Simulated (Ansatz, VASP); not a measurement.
Na3Rh: VASP beside Ansatz

```
CELL_PARAMETERS angstrom
7.87927 0.00000 0.00000
-3.93964 6.82365 0.00000
0.00000 0.00000 2.91315
ATOMIC_POSITIONS crystal
Na 0.82048 0.17952 0.00000
Na 0.82048 0.64095 0.00000
Na 0.35905 0.17952 0.00000
Rh 0.00000 0.00000 0.50000
```

Alike in both runs: functional PBE; k mesh 3 × 3 × 6; occupations gaussian, width 0.1 eV; no spin polarisation.

Ansatz relaxed the structure, and its values are those at the end. VASP's run is a single point on that final structure, the one shown.

|  | VASP | Ansatz |
| --- | --- | --- |
| version | VASP 6.6.1 | Ansatz 0.2.0 |
| potentials or method | VASP PAW PBE potentials, release 64 (Na_pv, Rh_pv) | scalar-relativistic, plane waves, PAW |
| plane-wave cutoff (eV) | 520 | 420 |
| valence electrons in the cell | 36 | 44 |

|  | VASP | Ansatz | Ansatz less VASP |
| --- | --- | --- | --- |
| gap on the k mesh at the Fermi level (eV) | none | none | - |
| pressure (GPa) | 0.0 | 0.0 | -0.01 |

A gap of «none» marks a metal or a gap that the smearing closes. The two sets of potentials don't hold the same shells in valence.
